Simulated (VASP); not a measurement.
Level of theory: PBEsol GGA, VASP's PBE PAW potentials (set 64) (plane waves; VASP).

The input files of a VASP run:

File POSCAR:
```
SiGe
1
    3.2014183309     0.0000000000    -0.0000000000
   -0.0000000000     3.2014183309    -0.0000000000
    0.0000000000     0.0000000000     3.2014183309
Si Ge
1 1
Direct
  0.0000000000   0.0000000000   0.0000000000
  0.5000000000   0.5000000000   0.5000000000
```

File KPOINTS:
```
Automatic mesh
0
Gamma
11 11 11
0 0 0
```

**INCAR**
```
SYSTEM = SiGe
PREC = Accurate
ENCUT = 500
EDIFF = 1E-6
NELM = 100
ALGO = Normal
LREAL = .FALSE.
LASPH = .TRUE.
ISMEAR = 1
SIGMA = 0.1
GGA = PS
LMAXMIX = 4
LWAVE = .FALSE.
LCHARG = .FALSE.
IBRION = 2
ISIF = 3
NSW = 40
EDIFFG = -0.02
```

POTCAR, in this order: Si Ge_d (PBE.64 set). Program: vasp_std.

The run wrote:

**OSZICAR**
```
       N       E                     dE             d eps       ncg     rms          rms(c)
DAV:   1     0.819377551937E+02    0.81938E+02   -0.92046E+03  1546   0.303E+03
DAV:   2    -0.164768622382E+01   -0.83585E+02   -0.80627E+02  1526   0.477E+02
DAV:   3    -0.972437997998E+01   -0.80767E+01   -0.79929E+01  1786   0.910E+01
DAV:   4    -0.987837905735E+01   -0.15400E+00   -0.15393E+00  1621   0.130E+01
DAV:   5    -0.988145127909E+01   -0.30722E-02   -0.30721E-02  1806   0.211E+00    0.262E+00
DAV:   6    -0.984792945680E+01    0.33522E-01   -0.28590E-02  1761   0.349E+00    0.143E+00
DAV:   7    -0.983351785065E+01    0.14412E-01   -0.18891E-02  1811   0.205E+00    0.106E-01
DAV:   8    -0.983313336651E+01    0.38448E-03   -0.10667E-03  1821   0.671E-01    0.754E-02
DAV:   9    -0.983311110006E+01    0.22266E-04   -0.68765E-05  1811   0.167E-01    0.181E-02
DAV:  10    -0.983311145157E+01   -0.35152E-06   -0.42334E-06  1581   0.230E-02
   1 F= -.98331115E+01 E0= -.98325891E+01  d E =-.983311E+01
```

**OUTCAR**
```
------------------------ aborting loop because EDIFF is reached ----------------------------------------
  FORCE on cell =-STRESS in cart. coord.  units (eV):
  Direction    XX          YY          ZZ          XY          YZ          ZX
  --------------------------------------------------------------------------------------
  Total       -0.0091007     -0.0091007     -0.0091007      0.0000000     -0.0000000      0.0000000
  in kB       -0.4443861     -0.4443861     -0.4443861      0.0000000     -0.0000000      0.0000000
  external PRESSURE =      -0.4443861 kB  Pullay stress =       0.0000000 kB
  volume of cell :       32.81
      direct lattice vectors                 reciprocal lattice vectors
     3.201418331  0.000000000  0.000000000     0.312361552  0.000000000  0.000000000
     0.000000000  3.201418331  0.000000000     0.000000000  0.312361552  0.000000000
     0.000000000  0.000000000  3.201418331     0.000000000  0.000000000  0.312361552
 POSITION                                       TOTAL-FORCE (eV/Angst)
 -----------------------------------------------------------------------------------
      0.00000      0.00000      0.00000         0.000000      0.000000      0.000000
      1.60071      1.60071      1.60071         0.000000      0.000000      0.000000
 -----------------------------------------------------------------------------------
    total drift:                                0.000000      0.000000     -0.000000
  FREE ENERGIE OF THE ION-ELECTRON SYSTEM (eV)
  ---------------------------------------------------
  free  energy   TOTEN  =        -9.8331114516 eV

  energy  without entropy=       -9.8315444490  energy(sigma->0) =       -9.83258912

 reached required accuracy - stopping structural energy minimisation
```
(Selected blocks of OUTCAR.)

### OUTCAR
```
 val. band max:        8.2648886571   @ k =   0.1818   0.0000   0.0000

 cond. band min:       8.2918859426   @ k =   0.4545   0.1818   0.0000


 Fermi energy:         8.2790623370

 k-point     1 :       0.0000    0.0000    0.0000
  band No.  band energies     occupation
      1     -16.2856      2.00000
      2     -16.2856      2.00000
      3     -16.2373      2.00000
      4     -16.2373      2.00000
      5     -16.2373      2.00000
      6      -5.5045      2.00000
      7       7.5739      2.00000
      8       7.7978      2.00000
      9       7.7978      2.00000
     10       7.7978      2.00000
     11      11.6980      0.00000
     12      11.6980      0.00000
     13      18.6741      0.00000

 k-point     2 :       0.0909    0.0000    0.0000
  band No.  band energies     occupation
      1     -16.2853      2.00000
      2     -16.2816      2.00000
      3     -16.2386      2.00000
      4     -16.2386      2.00000
      5     -16.2371      2.00000
      6      -5.3854      2.00000
      7       5.9387      2.00000
      8       7.9149      2.00000
      9       7.9149      2.00000
     10       8.6463     -0.00000
     11      11.8087      0.00000
     12      12.7928      0.00000
     13      17.9613      0.00000

 k-point     3 :       0.1818    0.0000    0.0000
  band No.  band energies     occupation
      1     -16.2846      2.00000
      2     -16.2710      2.00000
      3     -16.2424      2.00000
      4     -16.2424      2.00000
      5     -16.2367      2.00000
      6      -5.0285      2.00000
      7       3.9579      2.00000
      8       8.2649      1.23724
      9       8.2649      1.23724
     10       9.1840     -0.00000
     11      12.1389      0.00000
     12      15.1459      0.00000
     13      16.4797      0.00000

 k-point     4 :       0.2727    0.0000    0.0000
  band No.  band energies     occupation
      1     -16.2837      2.00000
      2     -16.2571      2.00000
      3     -16.2474      2.00000
...
```

The structure was generated: SiGe was put into the CsCl type type (Pm-3m), which need not be its known phase. It was relaxed first, which changed the volume by +21 %. VASP warned that the highest band is occupied, so more bands are needed.
